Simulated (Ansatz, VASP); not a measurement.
# Au (Au wire along [100], 24 atoms a period) in two plane-wave programs

Wanted: the spread between two codes on one cell, functional and k mesh. Of the first pair: The structure shown is the start of the Ansatz relaxation below; VASP solves that cell, so the two are compared at the walk's first step.

Program: Ansatz 0.2.0. Level of theory: plane waves, with VASP 6.6.1 beside it; single point at PBE. Results are calculated unless marked as measured.

## 1. The starting structure

The cell holds 24 atoms: 24 Au. Cell: a = 17.200 Å, b = 17.200 Å, c = 4.160 Å, α = 90.0°, β = 90.0°, γ = 90.0°. Vacuum lies along a and b. The structure's axis is c.

## 2. Ansatz: relaxation, PBE

Ansatz runs on its PAW soft_1 files.

The two programs are compared at the cell with which this relaxation starts, whose forces are those of its first step.

input.yaml

```yaml
crystal:
  lattice:
    - [17.2, 0.0, 0.0]
    - [0.0, 17.2, 0.0]
    - [0.0, 0.0, 4.16]
  atoms:
    - { symbol: Au, position: [0.197674419, 0.439534884, 0.0] }
    - { symbol: Au, position: [0.318604651, 0.318604651, 0.0] }
    - { symbol: Au, position: [0.318604651, 0.560465116, 0.0] }
    - { symbol: Au, position: [0.439534884, 0.197674419, 0.0] }
    - { symbol: Au, position: [0.439534884, 0.439534884, 0.0] }
    - { symbol: Au, position: [0.439534884, 0.681395349, 0.0] }
    - { symbol: Au, position: [0.560465116, 0.318604651, 0.0] }
    - { symbol: Au, position: [0.560465116, 0.560465116, 0.0] }
    - { symbol: Au, position: [0.560465116, 0.802325581, 0.0] }
    - { symbol: Au, position: [0.681395349, 0.439534884, 0.0] }
    - { symbol: Au, position: [0.681395349, 0.681395349, 0.0] }
    - { symbol: Au, position: [0.802325581, 0.560465116, 0.0] }
    - { symbol: Au, position: [0.197674419, 0.560465116, 0.5] }
    - { symbol: Au, position: [0.318604651, 0.439534884, 0.5] }
    - { symbol: Au, position: [0.318604651, 0.681395349, 0.5] }
    - { symbol: Au, position: [0.439534884, 0.318604651, 0.5] }
    - { symbol: Au, position: [0.439534884, 0.560465116, 0.5] }
    - { symbol: Au, position: [0.439534884, 0.802325581, 0.5] }
    - { symbol: Au, position: [0.560465116, 0.197674419, 0.5] }
    - { symbol: Au, position: [0.560465116, 0.439534884, 0.5] }
    - { symbol: Au, position: [0.560465116, 0.681395349, 0.5] }
    - { symbol: Au, position: [0.681395349, 0.318604651, 0.5] }
    - { symbol: Au, position: [0.681395349, 0.560465116, 0.5] }
    - { symbol: Au, position: [0.802325581, 0.439534884, 0.5] }
kpoints:
  mp_grid: { grid: [1, 1, 20] }
scf:
  occupations: { method: fermi_dirac, width: 0.05 }
hamiltonian:
  xc: pbe
  pseudopotentials: { kind: paw, azcp: { folder: soft_1 } }
relax:
  cell: { fix: [a, b, alpha, beta, gamma] }
  max_steps: 45
  f_tol: 0.03
```

On the command line:

```sh
$ ansatz run input.yaml --threads 4 --pin off --max-ram 16384MiB --backend cpu --events-out ev --progress --plain --runs-dir out
```

Numbers of over 12 decimals in the logs are rounded to 6 here.

Log:

```text
Engine: ansatz 0.2.0, x86_64-unknown-linux-gnu
Pseudopotentials: kind: paw
Pseudopotential: Au, paw, valence charge 19, recommended cutoff 420 eV (normal), soft_1/Au.paw.azcp
Functional definition: PBE
  parameter kappa = 0.804
  parameter beta = 0.066725
  exchange = pbe_x(kappa = kappa, mu = beta*pi^2/3)
  correlation = pbe_c(beta = beta)
Crystal: 24 atoms, lattice volume = 1230.694 Å³
Basis set: ecut = 420 eV, 23941 PW (Γ), exchange–correlation on 240×240×60 points (8 copies of the dense FFT grid, shifted against one another)
Bands: 274, of which v1, the nominal top of the filled ones, is band 228 counted from 1 (227 counted from 0)
Symmetry: 16 space group operations
Space group: P42/mcm (ITA 132), of the structure as read, at distance tolerance 1.1e-4 Å
k-points: 11 of 20
Non-local potential: Au, projectors of the file, l = 0: 3, l = 1: 2, l = 2: 2, l = 3: 1
PAW form: soft (Blöchl's): semilocal exchange-correlation on the pseudo side does not see the compensation charge
PAW one-centre angular grid: Au, 590 points (default); XC on 64 Gauss nodes
Initial density: superposition of atomic densities (neutral atoms: chi_scale 0, normalization atom)
Initial wavefunctions: pseudopotential atomic-orbital guess
Functional: x = pbe(κ = 0.804, μ = 0.219515), c = pbe(β = 0.066725)
SCF iter   1: F=—  HF=-315623.510625 eV  |F-HF|=—  |Δ(HF+E_count)|=         —  Δρ=3.39e-2  dr2=1.84e1  ethr=3.10e-3  ⟨swp⟩=6.4  Hψ=11634  notcnv=0  defer=150
preconditioner: auto → LDOS  [metal: Δε(μ)=0.006 eV  Ē_g=7.414 eV  σ=0.050 eV  W_gap=0.03  n_scr=266 (ndim 8)  ℏωp=17.2 eV  f_vac=0.567  D(μ)=8.37/eV (n_scr^D=28)  β→1.0]
SCF iter   2: F=—  HF=-315624.543660 eV  |F-HF|=—  |Δ(HF+E_count)|=    1.03e0  Δρ=3.64e-2  dr2=1.97e1  ethr=3.10e-3  ⟨swp⟩=3.0  Hψ=7218  notcnv=0  defer=358
SCF iter   3: F=—  HF=-315618.726244 eV  |F-HF|=—  |Δ(HF+E_count)|=    5.82e0  Δρ=2.55e-3  dr2=1.04e-1  ethr=3.10e-3  ⟨swp⟩=2.0  Hψ=5066  notcnv=0  defer=368
SCF iter   4: F=—  HF=-315618.713111 eV  |F-HF|=—  |Δ(HF+E_count)|=   1.31e-2  Δρ=1.19e-3  dr2=5.13e-2  ethr=2.28e-5  ⟨swp⟩=3.4  Hψ=7366  notcnv=0  defer=374
SCF iter   5: F=—  HF=-315618.706503 eV  |F-HF|=—  |Δ(HF+E_count)|=   6.61e-3  Δρ=3.82e-4  dr2=3.65e-3  ethr=1.13e-5  ⟨swp⟩=2.1  Hψ=4109  notcnv=0  defer=374
SCF iter   6: F=—  HF=-315618.706754 eV  |F-HF|=—  |Δ(HF+E_count)|=   2.51e-4  Δρ=1.26e-4  dr2=2.71e-4  ethr=7.99e-7  ⟨swp⟩=2.0  Hψ=4057  notcnv=0  defer=374
SCF iter   7: F=—  HF=-315618.706835 eV  |F-HF|=—  |Δ(HF+E_count)|=   8.03e-5  Δρ=3.47e-5  dr2=2.54e-5  ethr=5.94e-8  ⟨swp⟩=2.0  Hψ=4103  notcnv=0  defer=374
SCF iter   8: F=—  HF=-315618.707258 eV  |F-HF|=—  |Δ(HF+E_count)|=   4.24e-4  Δρ=1.13e-5  dr2=1.41e-6  ethr=5.58e-9  ⟨swp⟩=2.9  Hψ=4135  notcnv=0  defer=374
SCF iter   9: F=—  HF=-315618.707259 eV  |F-HF|=—  |Δ(HF+E_count)|=   9.82e-7  Δρ=3.77e-6  dr2=1.73e-7  ethr=3.09e-10  ⟨swp⟩=3.4  Hψ=5270  notcnv=0  defer=374
SCF iter  10: F=-315618.707259 eV  HF=-315618.707259 eV  |F-HF|=2.91e-8  |Δ(HF+E_count)|=   1.62e-7  Δρ=1.36e-6  dr2=1.41e-8  ethr=2.19e-11  ⟨swp⟩=4.0  Hψ=9478  notcnv=0
SCF 1 converged in 10 iterations: F = -315618.707259 eV  dr2 = 1.41e-8
  greatest PAW one-centre occupation: 1.000 electrons in one spin orbital (limit 2), on the Au atom at site 19 (counted from 0), in its partial waves of l = 0
relax step   1: F+E_penalty+E_count = -315618.70725934 eV  Δ(F+E_penalty+E_count) = +0.000e0 eV  max|allowed force component| = 6.955e-1 eV/Å  Δτ_max = 0.0000 Å  P = -2.018 GPa  Ω = 1230.694 Å³  fix = [a, b, alpha, beta, gamma]  reactions: a -1.835, b -1.835 GPa  (10 SCF iters, dr2 threshold 1.00e-7 eV, accepted)
[...]
relax step   3: F+E_penalty+E_count = -315619.56015848 eV  Δ(F+E_penalty+E_count) = -2.167e-1 eV  max|allowed force component| = 7.155e-2 eV/Å  Δτ_max = 0.0915 Å  P = -0.265 GPa  Ω = 1203.752 Å³  energy of the carried Pulay correction = +3.169e-3 eV  fix = [a, b, alpha, beta, gamma]  reactions: a -0.260, b -0.260 GPa  (6 SCF iters, dr2 threshold 2.40e-6 eV, accepted)
[...]
relax step   4: F+E_penalty+E_count = -315619.57103693 eV  Δ(F+E_penalty+E_count) = -1.088e-2 eV  max|allowed force component| = 1.160e-2 eV/Å  Δτ_max = 0.0202 Å  P = -0.012 GPa  Ω = 1202.429 Å³  energy of the carried Pulay correction = +3.328e-3 eV  fix = [a, b, alpha, beta, gamma]  reactions: a -0.030, b -0.030 GPa  (6 SCF iters, dr2 threshold 3.20e-7 eV, accepted)
[...]
relax step   5: F+E_penalty+E_count = -315619.56747662 eV  Δ(F+E_penalty+E_count) = +3.560e-3 eV  max|allowed force component| = 1.149e-2 eV/Å  Δτ_max = 0.0000 Å  P = -0.010 GPa  Ω = 1202.429 Å³  fix = [a, b, alpha, beta, gamma]  reactions: a -0.028, b -0.028 GPa  stress off target by 2.55e-2 GPa on what of the cell is left free  SCF on the basis re-selected at this cell (its energy is not comparable with the rows above)  (6 SCF iters)
basis re-selected at this cell: Δ(F+E_penalty+E_count) = +3.560e-3 eV, ΔP = +0.001 GPa vs the last step (what re-selecting the basis moved, of the pressure what is left beyond the Pulay correction that the steps carried, after the strain that the cell walked since its last selection, with what the two solves' SCF thresholds leave and, on support functions, any second-order correction that the steps lacked; it is no m [...]
SCF converged after 6 iterations
Free energy (F): -315619.567477 eV
Harris-Foulkes:  -315619.567477 eV  (|F-HF|=1.16e-10)
Internal energy: -315619.505330 eV  (E = F + TS)
E sigma→0 (E₀):  -315619.536403 eV
Entropy (-TS):   -0.062146 eV (-2.589 meV/atom)
Fermi energy:    3.659595 eV
--- Per-component energies (eV) ---
  E_band       = -12434.389366
  E_kinetic    = 13868.515743
  E_local      = -365135.288122  (includes V_loc(G=0)·N_el)
  E_nonlocal   = 2360.429039
  E_hartree    = 176123.855707
  E_xc         = -5147.342999
  E_vxc        = -6246.254000  (∫ρ·V_xc dr)
  E_paw        = -233569.886391  (= ΣΔE_a)
  E_vpaw       = -9529.540036  (= ΣTr[D̂ρ^β])
  E_aug_tail   = 0.039467  (compensation charges beyond the density's cutoff)
  E_ewald      = 95880.172225
  E_smearing   = -0.062146  (= −TS)
  E_closure    = 0.000000  (closes the sum)
  Σ components = -315619.567477   (vs F -315619.567477, Δ=0.00e0)
--- Forces (eV/Å), atoms counted from 1 ---
  atom   1  Au     0.01149416     0.00078856     0.00000000
  atom   2  Au    -0.00143282    -0.00143282     0.00000000
  atom   3  Au    -0.00365998    -0.00046352     0.00000000
  atom   4  Au     0.00078856     0.01149416     0.00000000
  atom   5  Au    -0.00188968    -0.00188968     0.00000000
  atom   6  Au     0.00046352     0.00365998     0.00000000
  atom   7  Au    -0.00046352    -0.00365998     0.00000000
  atom   8  Au     0.00188968     0.00188968     0.00000000
  atom   9  Au    -0.00078856    -0.01149416     0.00000000
  atom  10  Au     0.00365998     0.00046352     0.00000000
  atom  11  Au     0.00143282     0.00143282     0.00000000
  atom  12  Au    -0.01149416    -0.00078856     0.00000000
  atom  13  Au     0.01149416    -0.00078856     0.00000000
  atom  14  Au    -0.00365998     0.00046352     0.00000000
  atom  15  Au    -0.00143282     0.00143282     0.00000000
  atom  16  Au     0.00046352    -0.00365998     0.00000000
  atom  17  Au    -0.00188968     0.00188968     0.00000000
  atom  18  Au     0.00078856    -0.01149416     0.00000000
  atom  19  Au    -0.00078856     0.01149416     0.00000000
  atom  20  Au     0.00188968    -0.00188968     0.00000000
  atom  21  Au    -0.00046352     0.00365998     0.00000000
  atom  22  Au     0.00143282    -0.00143282     0.00000000
  atom  23  Au     0.00365998    -0.00046352     0.00000000
  atom  24  Au    -0.01149416     0.00078856     0.00000000
  max |Σ_I F_I| component: 3.47e-18 eV/Å
--- Stress (GPa, compression-positive) ---
       -0.028216       0.000000       0.000000
        0.000000      -0.028216       0.000000
        0.000000       0.000000       0.025507
  P = ⅓ Tr σ = -0.0103 GPa (-0.103 kbar)
--- Relaxed structure (4 steps of the walk, 4 accepted, 1 SCFs on fresh bases) ---
  F+E_penalty+E_count = -315619.56747662 eV   max|allowed force component| = 1.149e-2 eV/Å   (the final SCF, on the basis selected at the relaxed cell)
  cell:  # Å, volume = 1202.4289 Å³
    - [17.2, 0.0, 0.0]
    - [0.0, 17.2, 0.0]
    - [0.0, 0.0, 4.064457]
  atoms:
    - { symbol: Au, position: [0.206163, 0.442296, 0.0] }
    - { symbol: Au, position: [0.317993, 0.317993, 0.0] }
    - { symbol: Au, position: [0.317901, 0.565844, 0.0] }
    - { symbol: Au, position: [0.442296, 0.206163, 0.0] }
    - { symbol: Au, position: [0.439750, 0.439750, 0.0] }
    - { symbol: Au, position: [0.434156, 0.682099, 0.0] }
    - { symbol: Au, position: [0.565844, 0.317901, 0.0] }
    - { symbol: Au, position: [0.560250, 0.560250, 0.0] }
    - { symbol: Au, position: [0.557704, 0.793837, 0.0] }
    - { symbol: Au, position: [0.682099, 0.434156, 0.0] }
    - { symbol: Au, position: [0.682007, 0.682007, 0.0] }
    - { symbol: Au, position: [0.793837, 0.557704, 0.0] }
    - { symbol: Au, position: [0.206163, 0.557704, 0.5] }
    - { symbol: Au, position: [0.317901, 0.434156, 0.5] }
    - { symbol: Au, position: [0.317993, 0.682007, 0.5] }
    - { symbol: Au, position: [0.434156, 0.317901, 0.5] }
    - { symbol: Au, position: [0.439750, 0.560250, 0.5] }
    - { symbol: Au, position: [0.442296, 0.793837, 0.5] }
    - { symbol: Au, position: [0.557704, 0.206163, 0.5] }
    - { symbol: Au, position: [0.560250, 0.439750, 0.5] }
    - { symbol: Au, position: [0.565844, 0.682099, 0.5] }
    - { symbol: Au, position: [0.682007, 0.317993, 0.5] }
    - { symbol: Au, position: [0.682099, 0.565844, 0.5] }
    - { symbol: Au, position: [0.793837, 0.442296, 0.5] }
```

The column dr2 measures how far the density is from self-consistency, as an energy; F and HF (Harris–Foulkes) agree once it is small.

(Continued in part 2 of 3.)

[Lines on the potential files, build, host, timing and source positions are cut from VASP's logs without a mark.]

[Logs are printed without paths, hosts, clocks, repeated set-up lines and the standing remarks that a program may print on its own settings, such as how far it seeks lower states.]

[Hosts, paths, dates, database ids (printed as entryN), source tags and the programs' standing remarks are cut or masked in the printed files.]
